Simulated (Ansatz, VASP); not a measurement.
# B (linear B chain) in two plane-wave programs

One calculation is typed for both programs; each brings its own data sets. How far apart do they land? The cell is taken from a series of runs on this material, whose earlier steps may have relaxed, scaled, displaced or heated it; both programs get it as it stands.

Method: plane waves, with VASP 6.6.1 beside it; single point at LDA, in Ansatz 0.2.0.

### 1. The starting structure

The cell holds 1 atom: 1 B. Its edges and angles: a = 7.500 Å, b = 7.500 Å, c = 2.000 Å, α = 90.0°, β = 90.0°, γ = 90.0°. Vacuum lies along a and b. The structure's axis is c.

### 2. Ansatz: single point, LDA

Ansatz runs on its default PAW (the set named soft_2) files.

With cell and atoms fixed, the geometry can't cause a difference; cores, projectors, grids and the points listed under the comparison can.

File input.yaml:

```yaml
crystal:
  lattice:
    - [7.5, 0.0, 0.0]
    - [0.0, 7.5, 0.0]
    - [0.0, 0.0, 2.0003995534]
  atoms:
    - { symbol: B, position: [0.5, 0.5, 0.0], spin: 0.3 }
magnetization:
  spin_polarized: true
kpoints:
  mp_grid: { grid: [1, 1, 40] }
scf:
  occupations: { method: fermi_dirac, width: 0.05 }
hamiltonian:
  xc: lda
output:
  transmission:
    e_range: [-2, 2]
    de: 0.035
    kmesh: [1, 1]
    reduced_basis: true
    leads: [[0, 0]]
  stress: true
```

Started as:

```console
> ansatz run input.yaml --threads 4 --pin off --max-ram 8192MiB --backend cpu --events-out ev --progress --plain --runs-dir out
```

Numbers of over 12 decimals in the logs are rounded to 6 here.

Log:

```text
Engine: ansatz 0.2.0, aarch64-unknown-linux-gnu
Pseudopotentials: kind: paw
Pseudopotential: B, paw, valence charge 3, recommended cutoff 420 eV (normal), B.paw.azcp
Functional definition: SPW92
  exchange = slater_x
  correlation = pw_c
Crystal: 1 atoms, lattice volume = 112.522 Å³
Basis set: ecut = 420 eV, 2199 PW (Γ)
Bands: 6, of which v1, the nominal top of the filled ones, is band 2 counted from 1 (1 counted from 0)
Symmetry: 16 space group operations
Space group: P4/mmm (ITA 123), of the structure as read, at distance tolerance 4.8e-5 Å
Magnetic group: BNS 123.339 (UNI 999), of the structure as read, at distance tolerance 4.8e-5 Å
k-points: 21 of 40
Non-local potential: B, projectors of the file, l = 0: 2, l = 1: 2, l = 2: 1
PAW form: soft (Blöchl's): semilocal exchange-correlation on the pseudo side does not see the compensation charge
PAW frozen core: B, regenerated for the run's functional, and the local potential with it (the file was generated under x = pbe(κ = 0.804, μ = 0.219515), c = pbe(β = 0.066725))
PAW one-centre angular grid: B, 110 points (default); XC on 64 Gauss nodes
Initial density: superposition of atomic densities (neutral atoms: chi_scale 0, normalization atom)
Starting moments: Σ|m| = 0.3 μB on 1 of 1 site
Initial wavefunctions: pseudopotential atomic-orbital guess
Functional: x = slater, c = lda
SCF iter   1: F=—  HF=-146.090339 eV  |F-HF|=—  |Δ(HF+E_count)|=         —  Δρ=1.03e-2 (↑8.28e-3 ↓1.03e-2)  dr2=3.26e-1  dr2_m=5.61e-3  M=0.164 μB ∫|m|=0.164 μB  β_m=0.30  ethr=3.10e-3  ⟨swp⟩=6.4  Hψ=2161  notcnv=0
preconditioner: auto → LDOS  [metal: Δε(μ)=0.068 eV  Ē_g=9.875 eV  σ=0.050 eV  W_gap=0.33  n_scr=8 (ndim 8)  ℏωp=6.1 eV  f_vac=0.590  D(μ)=1.09/eV (n_scr^D=8)]
spin=Collinear: LDOS preconditioning applied to the charge; magnetization (m = ρ↑ − ρ↓) channel mixes plain (no charge-response kernel on spin).
SCF iter   2: F=—  HF=-146.034728 eV  |F-HF|=—  |Δ(HF+E_count)|=   5.56e-2  Δρ=7.07e-3 (↑5.65e-3 ↓7.07e-3)  dr2=1.54e-1  dr2_m=3.67e-3  M=0.142 μB ∫|m|=0.142 μB  β_m=0.30  ethr=3.10e-3  ⟨swp⟩=1.0  Hψ=588  notcnv=0
preconditioner: auto → none  [insulator: Δε(μ)=0.111 eV  Ē_g=9.774 eV  σ=0.050 eV  W_gap=0.50  n_scr=8 (ndim 8)  ℏωp=6.1 eV  f_vac=0.593  D(μ)=0.99/eV (n_scr^D=8)  ε∞_Penn≈1.4]
spin-set hold released at iteration 2 (site moments show no strong build): the magnetisation degrees of freedom join the quasi-Newton model from the next iteration; the mixer history was kept
SCF iter   3: F=—  HF=-145.985415 eV  |F-HF|=—  |Δ(HF+E_count)|=   4.93e-2  Δρ=2.03e-3 (↑2.03e-3 ↓1.57e-3)  dr2=2.42e-3  dr2_m=2.35e-3  M=0.121 μB ∫|m|=0.121 μB  β_m=0.30  ethr=3.10e-3  ⟨swp⟩=2.6  Hψ=454  notcnv=0
SCF iter   4: F=—  HF=-145.988131 eV  |F-HF|=—  |Δ(HF+E_count)|=   2.72e-3  Δρ=1.40e-3 (↑1.40e-3 ↓1.23e-3)  dr2=1.08e-3  dr2_m=1.35e-3  M=0.106 μB ∫|m|=0.106 μB  β_m=0.65  ethr=8.08e-5  ⟨swp⟩=1.5  Hψ=353  notcnv=0  defer=19
SCF iter   5: F=—  HF=-145.992705 eV  |F-HF|=—  |Δ(HF+E_count)|=   4.57e-3  Δρ=3.34e-4 (↑3.34e-4 ↓3.14e-4)  dr2=3.61e-6  dr2_m=1.08e-4  M=0.051 μB ∫|m|=0.052 μB  β_m=0.82  ethr=3.62e-5  ⟨swp⟩=2.9  Hψ=398  notcnv=0  defer=19
SCF iter   6: F=—  HF=-145.993108 eV  |F-HF|=—  |Δ(HF+E_count)|=   4.03e-4  Δρ=1.53e-4 (↑1.53e-4 ↓1.41e-4)  dr2=7.87e-7  dr2_m=2.21e-5  M=0.028 μB ∫|m|=0.029 μB  β_m=0.91  ethr=1.20e-7  ⟨swp⟩=3.1  Hψ=387  notcnv=0  defer=19
SCF iter   7: F=—  HF=-145.993244 eV  |F-HF|=—  |Δ(HF+E_count)|=   1.36e-4  Δρ=3.87e-5 (↑3.42e-5 ↓3.87e-5)  dr2=1.11e-6  dr2_m=1.12e-6  M=0.007 μB ∫|m|=0.007 μB  β_m=0.96  ethr=2.62e-8  ⟨swp⟩=3.0  Hψ=369  notcnv=0  defer=19
SCF iter   8: F=—  HF=-145.993251 eV  |F-HF|=—  |Δ(HF+E_count)|=   7.49e-6  Δρ=2.86e-6 (↑2.86e-6 ↓2.34e-6)  dr2=1.51e-9  dr2_m=6.77e-9  M=0.001 μB ∫|m|=0.001 μB  β_m=0.97  ethr=3.33e-9  ⟨swp⟩=5.5  Hψ=1570  notcnv=0
SCF iter   9: F=—  HF=-145.993251 eV  |F-HF|=—  |Δ(HF+E_count)|=   4.68e-8  Δρ=2.56e-7 (↑1.72e-7 ↓2.56e-7)  dr2=1.46e-10  dr2_m=3.20e-11  M=0.000 μB ∫|m|=0.000 μB  β_m=0.90  ethr=5.03e-11  ⟨swp⟩=3.3  Hψ=532  notcnv=0
SCF iter  10: F=-145.993251 eV  HF=-145.993251 eV  |F-HF|=7.05e-12  |Δ(HF+E_count)|=  1.82e-10  Δρ=5.40e-8 (↑5.40e-8 ↓4.96e-8)  dr2=6.70e-13  dr2_m=2.65e-12  M=0.000 μB ∫|m|=0.000 μB  ethr=4.86e-12  ⟨swp⟩=2.1  Hψ=428  notcnv=0
SCF 1 converged in 10 iterations: F = -145.993251 eV  dr2 = 6.70e-13
  greatest PAW one-centre occupation: 0.491 electrons in one spin orbital (limit 2), on the B atom at site 0 (counted from 0), in its partial waves of l = 0
WARN: the starting moments were not kept: the SCF closed with an absolute magnetisation of 1.1e-5 μB, where they sum to 0.3 μB in size (1 site). That is at most 0.1 of that sum. Measured as dr2_m measures the in/out step, that magnetisation stands 2.5e-11 eV from none, at or under the dr2_threshold of 1.0e-7 eV: it is no larger than a step whose dr2_m would equal this threshold. The system may hold no moment; this SC [...]
transmission: 6 of 36 steps passed
transmission: 9 of 36 steps passed
[...]
transmission: 36 of 36 steps passed
SCF converged after 10 iterations
Magnetization: 0.0000 μB (1.5000 up, 1.5000 down)
Absolute magnetization: 0.0000 μB (∫|ρ↑−ρ↓|, with the PAW one-centre terms)
Spin contamination: 0.0000 ħ² per cell (⟨S²⟩ above its minimum at these occupations)
Per-site moments (μB) at R_I (Å): [(4.287682907669993e-6, 0.825165)]
Free energy (F): -145.993251 eV
Harris-Foulkes:  -145.993251 eV  (|F-HF|=7.05e-12)
Internal energy: -145.984499 eV  (E = F + TS)
E sigma→0 (E₀):  -145.988875 eV
Entropy (-TS):   -0.008752 eV (-8.752 meV/atom)
Fermi energy:    -4.330151 eV
--- Per-component energies (eV) ---
  E_band       = -24.055165
  E_kinetic    = 35.488327
  E_local      = -139.361044  (includes V_loc(G=0)·N_el)
  E_nonlocal   = 12.690531
  E_hartree    = 50.152283
  E_xc         = -26.202697
  E_vxc        = -30.581350  (∫ρ·V_xc dr)
  E_paw        = -72.001194  (= ΣΔE_a)
  E_vpaw       = -2.596198  (= ΣTr[D̂ρ^β])
  E_aug_tail   = -0.000002  (compensation charges beyond the density's cutoff)
  E_ewald      = -6.796536
  E_core_change = 0.045834  (= ΣΔE_core)
  E_smearing   = -0.008752  (= −TS)
  E_closure    = 0.000000  (closes the sum)
  Σ components = -145.993251   (vs F -145.993251, Δ=0.00e0)
--- Stress (GPa, compression-positive) ---
        0.068757       0.000000       0.000000
        0.000000       0.068757       0.000000
        0.000000       0.000000     -15.040305
  P = ⅓ Tr σ = -4.9676 GPa (-49.676 kbar)
--- Band table (eV; the first three rows and the last of 42) ---
  k-point 0 ↑: bands = ["-11.6943", "-4.8514", "-4.8514", "0.0506", "1.8555", "2.9606"]
  k-point 1 ↑: bands = ["-11.6777", "-4.8305", "-4.8305", "0.0727", "1.8790", "2.9832"]
  k-point 2 ↑: bands = ["-11.6278", "-4.7680", "-4.7680", "0.1391", "1.9494", "3.0509"]
  k-point 20 ↓: bands = ["-6.7193", "-2.8751", "0.8795", "0.8795", "7.9091", "7.9091"]
--- Transmission ---
  basis      : 497 plane waves across, 3 finite elements along
  points     : 1, standing for a mesh of 1 x 1
  filling    : by the input's occupations and mesh, since the crystals that have channels conduct as metals do. If one of these is a semiconductor, that mesh has misplaced its level
  energies   : 115 from -2.000000 to 1.990000 eV about the Fermi level, 0.035000 eV apart; the leads are filled to 0.000000 eV, and channels, transmission and decay are at -0.005000 eV
  crystal 0  : B1, at the sites [0, 0], period 2.0004 Å: whole cells are its period
    offset         : up to 0.0000 Å between an atom of the period and one for which it stands
    filled         : 1.8 meV over the level at which it is neutral
    channels       : 2.000000e0 up, 2.000000e0 down
    conductance    : 2.7549e14 S/m² at 300 K; may be off by some 0.0 % by where its bands' edges are placed, 0.0 % from the distance to neutral
```

In the SCF lines HF is the Harris–Foulkes energy and dr2 the Hartree energy of the density residual, in eV; the loop may stop once dr2 is under the threshold and the program's other checks hold. Hψ counts applications of the Hamiltonian.

### 3. VASP: single point, LDA

The same cell, functional (in two slightly different forms), mesh and smearing now go to VASP, with its own data sets.

Lines of VASP's logs that name or quote its potential files are left out, and so is its time.

File INCAR:

```
SYSTEM = B
PREC = Accurate
ENCUT = 500
EDIFF = 1E-06
NELM = 200
ISMEAR = -1
SIGMA = 0.05
LREAL = .FALSE.
ALGO = Normal
GGA = PW92
NBANDS = 8
ISPIN = 2
MAGMOM = 0
LORBIT = 11
LWAVE = .FALSE.
LCHARG = .FALSE.
ISIF = 2
LASPH = .TRUE.
GGA_COMPAT = .FALSE.
```

File POSCAR:

```
B
1.0
    7.5000000000      0.0000000000      0.0000000000
    0.0000000000      7.5000000000      0.0000000000
    0.0000000000      0.0000000000      2.0003995534
B
1
Direct
    0.5000000000      0.5000000000      0.0000000000
```

File KPOINTS:

```
Automatic mesh
0
Gamma
1 1 40
0 0 0
```

PAW data sets: B (LDA family, release 64).

Started as:

```console
> mpirun -np 1 vasp_std
```

Log:

```text
[banner, memory and clock lines left out]
running    1 mpi-ranks, on    1 nodes
 distrk:  each k-point on    1 cores,    1 groups
 distr:  one band on    1 cores,    1 groups

 POSCAR found type information on POSCAR B
 POSCAR found :  1 types and       1 ions
|                                                                             |
|               ----> ADVICE to this user running VASP <----                  |
|                                                                             |
|     You enforced a specific xc type in the INCAR file but a different       |
|     [... a line on the potential file left out ...]
|     I HOPE YOU KNOW WHAT YOU ARE DOING!                                     |
|                                                                             |

 LDA part: xc-table for (Slater(with rela. corr.)+PW92), standard interpolation
 POSCAR, INCAR and KPOINTS ok, starting setup
 FFT: planning ... GRIDC
 FFT: planning ... GRID_SOFT
 FFT: planning ... GRID
 WAVECAR not read
 entering main loop
       N       E                     dE             d eps       ncg     rms          rms(c)
DAV:   1     0.563391684263E+01    0.56339E+01   -0.88374E+02   672   0.185E+02
DAV:   2    -0.339525550027E+01   -0.90292E+01   -0.75158E+01   952   0.301E+01
DAV:   3    -0.381006523259E+01   -0.41481E+00   -0.39572E+00   840   0.859E+00
DAV:   4    -0.381351246966E+01   -0.34472E-02   -0.34449E-02   912   0.762E-01
DAV:   5    -0.381351837629E+01   -0.59066E-05   -0.59066E-05   960   0.281E-02    0.204E+00
DAV:   6    -0.373094508185E+01    0.82573E-01   -0.54257E-02   816   0.721E-01    0.117E+00
DAV:   7    -0.369045483328E+01    0.40490E-01   -0.10156E-01   944   0.998E-01    0.109E-01
DAV:   8    -0.369136986696E+01   -0.91503E-03   -0.19086E-03   704   0.200E-01    0.370E-02
DAV:   9    -0.369132842654E+01    0.41440E-04   -0.11966E-04   768   0.402E-02    0.187E-02
DAV:  10    -0.369173993314E+01   -0.41151E-03   -0.34978E-04   704   0.544E-02    0.111E-02
DAV:  11    -0.369176136859E+01   -0.21435E-04   -0.50554E-06   872   0.114E-02    0.661E-03
DAV:  12    -0.369183063395E+01   -0.69265E-04   -0.91964E-06   672   0.109E-02    0.442E-03
DAV:  13    -0.369184986968E+01   -0.19236E-04   -0.25792E-06   688   0.499E-03    0.162E-03
DAV:  14    -0.369185492329E+01   -0.50536E-05   -0.18079E-07   720   0.151E-03    0.921E-04
DAV:  15    -0.369185962689E+01   -0.47036E-05   -0.48388E-07   672   0.201E-03    0.197E-04
DAV:  16    -0.369185967296E+01   -0.46067E-07   -0.39663E-09   808   0.253E-04
   1 F= -.36918597E+01 E0= -.36874842E+01  d E =-.875086E-02  mag=     0.0000
```

Parts of OUTCAR (step 3):

```text
ion  position               nearest neighbor table
   1  0.500  0.500  0.000-

  LATTYP: Found a simple tetragonal cell.
 ALAT       =     7.5000000000
 C/A-ratio  =     0.2667199405

 Subroutine GETGRP returns: Found 16 space group operations
 (whereof 16 operations were pure point group operations)

The static configuration has the point symmetry D_4h.

 Found     21 irreducible k-points:

   k-points           NKPTS =     21   k-points in BZ     NKDIM =     21   number of bands    NBANDS=      8

   dimension x,y,z NGX =    56 NGY =   56 NGZ =   16
   dimension x,y,z NGXF=   112 NGYF=  112 NGZF=   32

   ENCUT  =  500.0 eV  36.75 Ry    6.06 a.u.  13.67 13.67  3.65*2*pi/ulx,y,z

   NELECT =       3.0000    total number of electrons

 k-points in reciprocal lattice and weights: Automatic mesh
   0.00000000  0.00000000  0.00000000       0.025
   0.00000000  0.00000000  0.02500000       0.050
   0.00000000  0.00000000  0.05000000       0.050
   0.00000000  0.00000000  0.07500000       0.050
   0.00000000  0.00000000  0.10000000       0.050
   0.00000000  0.00000000  0.12500000       0.050
   0.00000000  0.00000000  0.15000000       0.050
   0.00000000  0.00000000  0.17500000       0.050
   0.00000000  0.00000000  0.20000000       0.050
[...]
0.00000000  0.00000000  0.47500000       0.050
   0.00000000  0.00000000  0.50000000       0.025

 average (electrostatic) potential at core
       1 -43.7279

 E-fermi :  -4.5133

 spin component 1
 k-point     1 :       0.0000    0.0000    0.0000
  band No.  band energies     occupation
      1     -11.8757      1.00000
      2      -5.0347      0.99997
      3      -5.0347      0.99997
      4      -0.1305      0.00000
      5       1.6736      0.00000
      6       2.7789      0.00000
      7       2.7789      0.00000
      8       3.2236      0.00000

 k-point     2 :       0.0000    0.0000    0.0250
  band No.  band energies     occupation
      1     -11.8591      1.00000
      2      -5.0138      0.99996
      3      -5.0138      0.99996
      4      -0.1083      0.00000
      5       1.6970      0.00000
      6       2.8015      0.00000
      7       2.8015      0.00000
      8       3.2471      0.00000

 k-point     3 :       0.0000    0.0000    0.0500
  band No.  band energies     occupation
      1     -11.8092      1.00000
      2      -4.9512      0.99984
      3      -4.9512      0.99984
      4      -0.0419      0.00000
      5       1.7675      0.00000
      6       2.8693      0.00000
      7       2.8693      0.00000
      8       3.3175      0.00000

 k-point     4 :       0.0000    0.0000    0.0750
  band No.  band energies     occupation
      1     -11.7263      1.00000
      2      -4.8471      0.99874
      3      -4.8471      0.99874
      4       0.0685      0.00000
      5       1.8849      0.00000
      6       2.9821      0.00000
      7       2.9821      0.00000
      8       3.4349      0.00000

 k-point     5 :       0.0000    0.0000    0.1000
  band No.  band energies     occupation
      1     -11.6104      1.00000
      2      -4.7018      0.97746
      3      -4.7018      0.97746
      4       0.2224      0.00000
      5       2.0494      0.00000
      6       3.1399      0.00000
      7       3.1399      0.00000
      8       3.5992      0.00000

 k-point     6 :       0.0000    0.0000    0.1250
  band No.  band energies     occupation
      1     -11.4620      1.00000
      2      -4.5159      0.51262
      3      -4.5159      0.51262
      4       0.4189      0.00000
      5       2.2607      0.00000
      6       3.3423      0.00000
      7       3.3423      0.00000
      8       3.8105      0.00000

  Total        0.0463559      0.0463559    -10.5713838      0.0000000     -0.0000000      0.0000000
  in kB        0.6600498      0.6600498   -150.5230981      0.0000000     -0.0000000      0.0000000
  external PRESSURE =     -49.7343328 kB  Pullay stress =       0.0000000 kB

  energy-cutoff  :      500.00
  volume of cell :      112.52
      direct lattice vectors                 reciprocal lattice vectors
     7.500000000  0.000000000  0.000000000     0.133333333  0.000000000  0.000000000
     0.000000000  7.500000000  0.000000000     0.000000000  0.133333333  0.000000000
     0.000000000  0.000000000  2.000399553     0.000000000  0.000000000  0.499900132

 POSITION                                       TOTAL-FORCE (eV/Angst)
 -----------------------------------------------------------------------------------
      3.75000      3.75000      0.00000         0.000000      0.000000      0.000000
 -----------------------------------------------------------------------------------
    total drift:                                0.000000      0.000000      0.000000

  FREE ENERGIE OF THE ION-ELECTRON SYSTEM (eV)
  ---------------------------------------------------
  free  energy   TOTEN  =        -3.6918596730 eV

  energy  without entropy=       -3.6831088082  energy(sigma->0) =       -3.68748424

 total charge
# of ion       s       p       d       tot
------------------------------------------
    1        0.672   0.737   0.000   1.409

 magnetization (x)
# of ion       s       p       d       tot
------------------------------------------
    1       -0.000  -0.000   0.000  -0.000

[... 4 further parts left out ...]
```

This run allows spin, but its moments start at zero, where symmetry between the spins tends to hold them. Its electron count is odd, so without a moment it is a metal by construction.

### 4. Comparison

Known differences besides the potentials themselves: the cutoff is 420 eV in Ansatz and 500 eV in VASP; VASP's log shows a relativistic correction to its local exchange, Ansatz's none. Total energies have different zeros and are not compared.

Both answers:

| quantity | Ansatz | VASP | difference |
| --- | --- | --- | --- |
| pressure (GPa) | -4.97 | -4.97 | +0.01 |

### 5. What came out

```yaml
difference_in_pressure_single_point_lda: 0.0058 GPa
```

What this shows: The difference in pressure is 0.0058 GPa (single point, LDA), within the 1 GPa picked in this series as the mark of a large difference. How closely two codes agree says nothing of how well the functional describes the real material.

[Lines on the potential files, build, host, timing and source positions are cut from VASP's logs without a mark.]

[Logs are printed without paths, hosts, clocks, repeated set-up lines and the standing remarks that a program may print on its own settings, such as how far it seeks lower states.]

[Hosts, paths, dates, database ids (printed as entryN), source tags and the programs' standing remarks are cut or masked in the printed files.]
